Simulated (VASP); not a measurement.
# Quasiparticle energies of NaCl in VASP, part 2 of 5

How does the gap of NaCl change from the starting functional to GW? The cell is of the rock-salt type, one of the forms listed for this formula, which need not be the common one. The start is a cell from a database of measured crystal structures.

VASP 6.6.1, plane waves and PAW; the level of theory is named at each step.

So far, gap on the k-mesh (eV): step 3 (empty bands, functional PBE) 5.15.

The database entry behind the starting cell differs from later determinations by our own check (an axis about 0.4 % short against later determinations), so it need not match the best structure at ambient conditions.

**4. evGW0**

This step: evGW0 on PBE; plane waves and PAW (Cl_GW, Na_sv_GW) (VASP 6.6.1).

The lowest NBANDSGW levels in G are updated for four passes while W stays fixed, so the result depends less on the starting levels.

File INCAR:

```
SYSTEM = NaCl
PREC = Accurate
ENCUT = 400
ISMEAR = 0
SIGMA = 0.01
LREAL = .FALSE.
GGA = PE
NBANDS = 288
ALGO = EVGW0
NELMGW = 4
ENCUTGW = 200
NOMEGA = 64
PRECFOCK = Fast
NBANDSGW = 16
LWAVE = .FALSE.
LCHARG = .FALSE.
```

File POSCAR:

```
NaCl
1.0
    0.0000000000      2.8100000000      2.8100000000
    2.8100000000      0.0000000000      2.8100000000
    2.8100000000      2.8100000000      0.0000000000
Cl Na
1 1
Direct
    0.5000000000      0.5000000000      0.5000000000
    0.0000000000      0.0000000000      0.0000000000
```

File KPOINTS:

```
Automatic mesh
0
Gamma
4 4 4
0 0 0
```

The projector-augmented-wave data sets are Cl_GW and Na_sv_GW (PBE family, release 64).

The run is started by

```sh
mpirun -np 8 vasp_std
```

The program printed:

```text
[banner, memory and clock lines left out]
running    8 mpi-ranks, on    1 nodes
 distrk:  each k-point on    8 cores,    1 groups
 distr:  one band on    1 cores,    8 groups

 POSCAR found type information on POSCAR ClNa
 POSCAR found :  2 types and       2 ions
 [... a notice as in an earlier step ...]

|                                                                             |
|           W    W    AA    RRRRR   N    N  II  N    N   GGGG   !!!           |
|           W    W   A  A   R    R  NN   N  II  NN   N  G    G  !!!           |
|           W    W  A    A  R    R  N N  N  II  N N  N  G       !!!           |
|           W WW W  AAAAAA  RRRRR   N  N N  II  N  N N  G  GGG   !            |
|           WW  WW  A    A  R   R   N   NN  II  N   NN  G    G                |
|           W    W  A    A  R    R  N    N  II  N    N   GGGG   !!!           |
|                                                                             |
|     The default for ENCUTGWSOFT is different in this version of VASP.       |
|     please manually set ENCUTGWSOFT =200 in the INCAR file.                 |
|                                                                             |

 LDA part: xc-table for (Slater+PW92), standard interpolation
 found WAVECAR, reading the header
 POSCAR, INCAR and KPOINTS ok, starting setup
 FFT: planning ... GRIDC
 FFT: planning ... GRID_SOFT
 FFT: planning ... GRID
 reading WAVECAR
 the WAVECAR file was read successfully
 initial charge from wavefunction
 available memory per node:     71.29 GB, setting MAXMEM to     73001

 The Fermi energy was updated, please check that it is located mid-gap
 values below the HOMO (VB) or above the LUMO (CB) will cause erroneous energies
 E-fermi :   1.7043

 calculate exact exchange contribution
 the WAVEDER file was read successfully
energies w=
    0.000    0.000    1.242    0.000    2.481    0.000    3.714    0.000
    4.940    0.000    6.156    0.000    7.361    0.000    8.552    0.000
    9.729    0.000   10.891    0.000   12.037    0.000   13.167    0.000
   14.283    0.000   15.384    0.000   16.471    0.000   17.545    0.000
   18.608    0.000   19.661    0.000   20.705    0.000   21.743    0.000
   22.776    0.000   23.806    0.000   24.835    0.000   25.865    0.000
   26.900    0.000   27.940    0.000   28.989    0.000   30.050    0.000
   31.125    0.000   32.217    0.000   33.331    0.000   34.469    0.000
   35.636    0.000   36.836    0.000   38.074    0.000   39.355    0.000
   40.685    0.000   42.071    0.000   43.521    0.000   45.042    0.000
   46.646    0.000   48.344    0.000   50.148    0.000   52.074    0.000
   54.139    0.000   56.366    0.000   58.779    0.000   61.409    0.000
   64.292    0.000   67.474    0.000   71.009    0.000   74.968    0.000
   79.436    0.000   84.528    0.000   90.389    0.000   97.215    0.000
  105.268    0.000  114.918    0.000  126.691    0.000  141.371    0.000
  160.175    0.000  185.101    0.000  219.675    0.000  270.757    0.000
 responsefunction array rank=     296
 LDA part: xc-table for (Slater+PW92), standard interpolation

 min. memory requirement per mpi rank    203.4 MB, per node   1627.3 MB

 allocating   8 responsefunctions rank=   296
 shmem allocating  64 responsefunctions rank=   296
 response function shared by NCSHMEM nodes    1
 Doing            8  frequencies on each core in blocks of           64
NQ=   1    0.0000    0.0000    0.0000,
|.........|.........|.........|.........|.........|.........|.........|.........
 performed        360000 updates of chi_q(r,r)
 total number of BLAS operations        230.94 Gflops
NQ=   2    0.2500    0.0000    0.0000,
|.........|.........|.........|.........|.........|.........|.........|.........
 performed       1052000 updates of chi_q(r,r)
 total number of BLAS operations        693.47 Gflops
NQ=   3    0.5000    0.0000    0.0000,
|.........|.........|.........|.........|.........|.........|.........|.........
 performed       1578000 updates of chi_q(r,r)
 total number of BLAS operations       1004.99 Gflops
NQ=   4    0.2500    0.2500    0.0000,
|.........|.........|.........|.........|.........|.........|.........|.........
 performed       2205000 updates of chi_q(r,r)
 total number of BLAS operations       1427.31 Gflops
NQ=   5    0.5000    0.2500    0.0000,
|.........|.........|.........|.........|.........|.........|.........|.........
 performed       3044000 updates of chi_q(r,r)
 total number of BLAS operations       1965.31 Gflops
NQ=   6   -0.2500    0.2500    0.0000,
|.........|.........|.........|.........|.........|.........|.........|.........
 performed       3791000 updates of chi_q(r,r)
 total number of BLAS operations       2444.25 Gflops
NQ=   7    0.5000    0.5000    0.0000,
|.........|.........|.........|.........|.........|.........|.........|.........
 performed       4280000 updates of chi_q(r,r)
 total number of BLAS operations       2764.55 Gflops
NQ=   8   -0.2500    0.5000    0.2500,
|.........|.........|.........|.........|.........|.........|.........|.........
 performed       4916000 updates of chi_q(r,r)
 total number of BLAS operations       3164.03 Gflops
 resolving degeneracies of screened two electron integrals

 calculate QP shifts <psi_nk| G(iteration)W_0 |psi_nk>: iteration 1
 allocating   8 responsefunctions rank=   296
 shmem allocating  64 responsefunctions rank=   296
 response function shared by NCSHMEM nodes    1
 Doing            8  frequencies on each core in blocks of           64
NQ=   1    0.0000    0.0000    0.0000,
|.........|.........|.........|.........|.........|.........|.........|.........
 performed        360000 updates of chi_q(r,r)
 total number of BLAS operations        230.94 Gflops
NQ=   2    0.2500    0.0000    0.0000,
|.........|.........|.........|.........|.........|.........|.........|.........
 performed       1052000 updates of chi_q(r,r)
 total number of BLAS operations        693.47 Gflops
NQ=   3    0.5000    0.0000    0.0000,
|.........|.........|.........|.........|.........|.........|.........|.........
 performed       1578000 updates of chi_q(r,r)
 total number of BLAS operations       1004.99 Gflops
NQ=   4    0.2500    0.2500    0.0000,
|.........|.........|.........|.........|.........|.........|.........|.........
 performed       2205000 updates of chi_q(r,r)
 total number of BLAS operations       1427.31 Gflops
NQ=   5    0.5000    0.2500    0.0000,
|.........|.........|.........|.........|.........|.........|.........|.........
 performed       3044000 updates of chi_q(r,r)
 total number of BLAS operations       1965.31 Gflops
NQ=   6   -0.2500    0.2500    0.0000,
|.........|.........|.........|.........|.........|.........|.........|.........
 performed       3791000 updates of chi_q(r,r)
 total number of BLAS operations       2444.25 Gflops
NQ=   7    0.5000    0.5000    0.0000,
|.........|.........|.........|.........|.........|.........|.........|.........
 performed       4280000 updates of chi_q(r,r)
 total number of BLAS operations       2764.55 Gflops
NQ=   8   -0.2500    0.5000    0.2500,
|.........|.........|.........|.........|.........|.........|.........|.........
 performed       4916000 updates of chi_q(r,r)
 total number of BLAS operations       3164.03 Gflops
 resolving degeneracies of screened two electron integrals

 calculate QP shifts <psi_nk| G(iteration)W_0 |psi_nk>: iteration 2
 allocating   8 responsefunctions rank=   296
 shmem allocating  64 responsefunctions rank=   296
 response function shared by NCSHMEM nodes    1
 Doing            8  frequencies on each core in blocks of           64
NQ=   1    0.0000    0.0000    0.0000,
|.........|.........|.........|.........|.........|.........|.........|.........
 performed        360000 updates of chi_q(r,r)
 total number of BLAS operations        230.94 Gflops
NQ=   2    0.2500    0.0000    0.0000,
|.........|.........|.........|.........|.........|.........|.........|.........
 performed       1052000 updates of chi_q(r,r)
 total number of BLAS operations        693.47 Gflops
NQ=   3    0.5000    0.0000    0.0000,
|.........|.........|.........|.........|.........|.........|.........|.........
 performed       1578000 updates of chi_q(r,r)
 total number of BLAS operations       1004.99 Gflops
NQ=   4    0.2500    0.2500    0.0000,
|.........|.........|.........|.........|.........|.........|.........|.........
 performed       2205000 updates of chi_q(r,r)
 total number of BLAS operations       1427.31 Gflops
NQ=   5    0.5000    0.2500    0.0000,
|.........|.........|.........|.........|.........|.........|.........|.........
 performed       3044000 updates of chi_q(r,r)
 total number of BLAS operations       1965.31 Gflops
NQ=   6   -0.2500    0.2500    0.0000,
|.........|.........|.........|.........|.........|.........|.........|.........
 performed       3791000 updates of chi_q(r,r)
 total number of BLAS operations       2444.25 Gflops
NQ=   7    0.5000    0.5000    0.0000,
|.........|.........|.........|.........|.........|.........|.........|.........
 performed       4280000 updates of chi_q(r,r)
 total number of BLAS operations       2764.55 Gflops
NQ=   8   -0.2500    0.5000    0.2500,
|.........|.........|.........|.........|.........|.........|.........|.........
 performed       4916000 updates of chi_q(r,r)
 total number of BLAS operations       3164.03 Gflops
 resolving degeneracies of screened two electron integrals

 calculate QP shifts <psi_nk| G(iteration)W_0 |psi_nk>: iteration 3
 allocating   8 responsefunctions rank=   296
 shmem allocating  64 responsefunctions rank=   296
 response function shared by NCSHMEM nodes    1
 Doing            8  frequencies on each core in blocks of           64
NQ=   1    0.0000    0.0000    0.0000,
|.........|.........|.........|.........|.........|.........|.........|.........
 performed        360000 updates of chi_q(r,r)
 total number of BLAS operations        230.94 Gflops
NQ=   2    0.2500    0.0000    0.0000,
|.........|.........|.........|.........|.........|.........|.........|.........
 performed       1052000 updates of chi_q(r,r)
 total number of BLAS operations        693.47 Gflops
NQ=   3    0.5000    0.0000    0.0000,
|.........|.........|.........|.........|.........|.........|.........|.........
 performed       1578000 updates of chi_q(r,r)
 total number of BLAS operations       1004.99 Gflops
NQ=   4    0.2500    0.2500    0.0000,
|.........|.........|.........|.........|.........|.........|.........|.........
 performed       2205000 updates of chi_q(r,r)
 total number of BLAS operations       1427.31 Gflops
NQ=   5    0.5000    0.2500    0.0000,
|.........|.........|.........|.........|.........|.........|.........|.........
 performed       3044000 updates of chi_q(r,r)
 total number of BLAS operations       1965.31 Gflops
NQ=   6   -0.2500    0.2500    0.0000,
|.........|.........|.........|.........|.........|.........|.........|.........
 performed       3791000 updates of chi_q(r,r)
 total number of BLAS operations       2444.25 Gflops
NQ=   7    0.5000    0.5000    0.0000,
|.........|.........|.........|.........|.........|.........|.........|.........
 performed       4280000 updates of chi_q(r,r)
 total number of BLAS operations       2764.55 Gflops
NQ=   8   -0.2500    0.5000    0.2500,
|.........|.........|.........|.........|.........|.........|.........|.........
 performed       4916000 updates of chi_q(r,r)
 total number of BLAS operations       3164.03 Gflops
 resolving degeneracies of screened two electron integrals

 calculate QP shifts <psi_nk| G(iteration)W_0 |psi_nk>: iteration 4
 entering main loop
```

The job ended after 88 s (8 MPI ranks of Intel Xeon 6975P-C (Granite Rapids), shared host; peak memory 2.3 GiB).

OUTCAR, selected parts (step 4):

```text
The static configuration has the point symmetry O_h .

 Found      8 irreducible k-points:

   k-points           NKPTS =      8   k-points in BZ     NKDIM =     64   number of bands    NBANDS=    288

   NELECT =      16.0000    total number of electrons

 E-fermi :   1.7043

 QP shifts <psi_nk| G(iteration)W_0 |psi_nk>: iteration 1
 for sc-GW calculations column KS-energies equals QP-energies in previous step
 and V_xc(KS)=  KS-energies - (<T + V_ion + V_H > + <T+V_H+V_ion>^1  + <V_x>^1)
 k-point   1 :       0.0000    0.0000    0.0000
  band No.  KS-energies  QP-energies   sigma(KS)   V_xc(KS)     V^pw_x(r,r')   Z            occupation Imag(sigma)
    ...
      5     -13.5558     -15.1962     -17.2710     -14.9635     -24.2361       0.7109       2.0000       1.5483
      6      -0.8730      -2.9873     -17.1987     -14.5355     -18.9062       0.7939       2.0000       0.1277
      7      -0.8730      -2.9873     -17.1987     -14.5355     -18.9062       0.7939       2.0000       0.1277
      8      -0.8730      -2.9873     -17.1987     -14.5355     -18.9062       0.7939       2.0000       0.1277
      9       4.2815       5.1244      -7.1734      -8.1639      -4.0622       0.8509       0.0000      -0.1156
     10      10.1751      11.3277      -6.9308      -8.3066      -3.5114       0.8378       0.0000      -0.1471
     11      10.1751      11.3277      -6.9308      -8.3066      -3.5114       0.8378       0.0000      -0.1471
     12      10.1751      11.3277      -6.9308      -8.3066      -3.5114       0.8378       0.0000      -0.1471
    ...

 k-point   2 :       0.2500    0.0000    0.0000
  band No.  KS-energies  QP-energies   sigma(KS)   V_xc(KS)     V^pw_x(r,r')   Z            occupation Imag(sigma)
    ...
      5     -13.3884     -15.0161     -17.4867     -15.1985     -24.4146       0.7113       2.0000       1.4926
      6      -1.9850      -4.2087     -15.8870     -13.0746     -17.7109       0.7907       2.0000       0.1490
      7      -1.0117      -3.1526     -17.0461     -14.3507     -18.7746       0.7943       2.0000       0.1302
      8      -1.0117      -3.1526     -17.0461     -14.3507     -18.7746       0.7943       2.0000       0.1302
      9       5.7544       6.6552      -7.6842      -8.7546      -4.5050       0.8415       0.0000      -0.1232
     10       9.1314      10.1491      -7.1716      -8.3937      -3.7718       0.8328       0.0000      -0.1512
     11      10.4585      11.7047      -7.3962      -8.8912      -3.9292       0.8336       0.0000      -0.1530
     12      10.4585      11.7047      -7.3962      -8.8912      -3.9292       0.8336       0.0000      -0.1530
    ...

 k-point   3 :       0.5000    0.0000    0.0000
  band No.  KS-energies  QP-energies   sigma(KS)   V_xc(KS)     V^pw_x(r,r')   Z            occupation Imag(sigma)
    ...
      5     -13.2109     -14.8158     -17.7244     -15.4583     -24.6132       0.7082       2.0000       1.4360
      6      -2.8255      -5.1624     -15.2663     -12.2897     -17.2712       0.7851       2.0000       0.1762
      7      -1.1421      -3.3043     -16.9154     -14.1878     -18.6667       0.7927       2.0000       0.1329
      8      -1.1421      -3.3043     -16.9154     -14.1878     -18.6667       0.7927       2.0000       0.1329
      9       6.4052       7.2467      -6.7323      -7.7272      -3.6486       0.8459       0.0000      -0.1227
     10       9.8502      11.0592      -8.9408     -10.4323      -5.1128       0.8106       0.0000      -0.1956
     11      10.0443      11.3379      -7.6585      -9.2044      -4.2601       0.8367       0.0000      -0.1468
     12      10.0443      11.3379      -7.6585      -9.2044      -4.2601       0.8367       0.0000      -0.1468
    ...

 QP shifts <psi_nk| G(iteration)W_0 |psi_nk>: iteration 2
 k-point   1 :       0.0000    0.0000    0.0000
  band No. old QP-enery  QP-energies   sigma(KS)   T+V_ion+V_H  V^pw_x(r,r')   Z            occupation Imag(sigma)
    ...
      5     -15.1962     -15.6917     -17.3047       1.4078     -24.2361       0.7071       2.0000       1.4193
      6      -2.9873      -3.3276     -17.0775      13.6625     -18.9062       0.7956       2.0000       0.1336
      7      -2.9873      -3.3276     -17.0775      13.6625     -18.9062       0.7956       2.0000       0.1336
      8      -2.9873      -3.3276     -17.0775      13.6625     -18.9062       0.7956       2.0000       0.1336
      9       5.1244       5.2152      -7.2146      12.4454      -4.0622       0.8537       0.0000      -0.1168
     10      11.3277      11.4558      -7.0011      18.4816      -3.5114       0.8384       0.0000      -0.1512
     11      11.3277      11.4558      -7.0011      18.4816      -3.5114       0.8384       0.0000      -0.1512
     12      11.3277      11.4558      -7.0011      18.4816      -3.5114       0.8384       0.0000      -0.1512
    ...

 QP shifts <psi_nk| G(iteration)W_0 |psi_nk>: iteration 3
 k-point   1 :       0.0000    0.0000    0.0000
  band No. old QP-enery  QP-energies   sigma(KS)   T+V_ion+V_H  V^pw_x(r,r')   Z            occupation Imag(sigma)
    ...
      5     -15.6917     -15.8172     -17.2765       1.4078     -24.2361       0.7088       2.0000       1.4498
      6      -3.3276      -3.3875     -17.0652      13.6625     -18.9062       0.7978       2.0000       0.1345
      7      -3.3276      -3.3875     -17.0652      13.6625     -18.9062       0.7978       2.0000       0.1345
      8      -3.3276      -3.3875     -17.0652      13.6625     -18.9062       0.7978       2.0000       0.1345
      9       5.2152       5.2241      -7.2198      12.4454      -4.0622       0.8533       0.0000      -0.1168
     10      11.4558      11.4695      -7.0095      18.4816      -3.5114       0.8387       0.0000      -0.1517
     11      11.4558      11.4695      -7.0095      18.4816      -3.5114       0.8387       0.0000      -0.1517
     12      11.4558      11.4695      -7.0095      18.4816      -3.5114       0.8387       0.0000      -0.1517
    ...

 QP shifts <psi_nk| G(iteration)W_0 |psi_nk>: iteration 4
 k-point   1 :       0.0000    0.0000    0.0000
  band No. old QP-enery  QP-energies   sigma(KS)   T+V_ion+V_H  V^pw_x(r,r')   Z            occupation Imag(sigma)
    ...
      5     -15.8172     -15.8459     -17.2654       1.4078     -24.2361       0.7100       2.0000       1.4640
      6      -3.3875      -3.3986     -17.0638      13.6625     -18.9062       0.7981       2.0000       0.1346
      7      -3.3875      -3.3986     -17.0638      13.6625     -18.9062       0.7981       2.0000       0.1346
      8      -3.3875      -3.3986     -17.0638      13.6625     -18.9062       0.7981       2.0000       0.1346
      9       5.2241       5.2244      -7.2209      12.4454      -4.0622       0.8533       0.0000      -0.1169
     10      11.4695      11.4708      -7.0106      18.4816      -3.5114       0.8388       0.0000      -0.1518
     11      11.4695      11.4708      -7.0106      18.4816      -3.5114       0.8388       0.0000      -0.1518
     12      11.4695      11.4708      -7.0106      18.4816      -3.5114       0.8388       0.0000      -0.1518
    ...

[... 7 parts as in an earlier step ...]

[... 26 further parts left out ...]
```

Numbers from this step:

* quasiparticle gap on the mesh: 8.623 eV
* smallest direct quasiparticle gap on the mesh: 8.623 eV
* gap of the starting orbitals on the mesh: 5.155 eV

QP gap by iteration, by row:

| iteration | gap (eV) | direct gap (eV) |
| --- | --- | --- |
| 1 | 8.112 | 8.112 |
| 2 | 8.543 | 8.543 |
| 3 | 8.612 | 8.612 |
| 4 | 8.623 | 8.623 |

GW takes the gap from 5.155 to 8.623 eV. The last pass still moved it by +11 meV. The value holds for 288 bands, ENCUTGW = 200 eV and this mesh, and isn't shown to be converged in them.

(Part 2 of 5 ends here.)

[Lines on the potential files, build, host, timing and source positions are cut from VASP's logs without a mark.]

[Logs are printed without paths, hosts, clocks, repeated set-up lines and the standing remarks that a program may print on its own settings, such as how far it seeks lower states.]

[Hosts, paths, dates, database ids (printed as entryN), source tags and the programs' standing remarks are cut or masked in the printed files.]

[Pressures printed for these runs are not shown converged in the cutoff: they can be off by several GPa and have the wrong sign.]

[In band tables of VASP the shares of atoms and orbitals are scaled to a sum of 1 inside the atoms' spheres.]
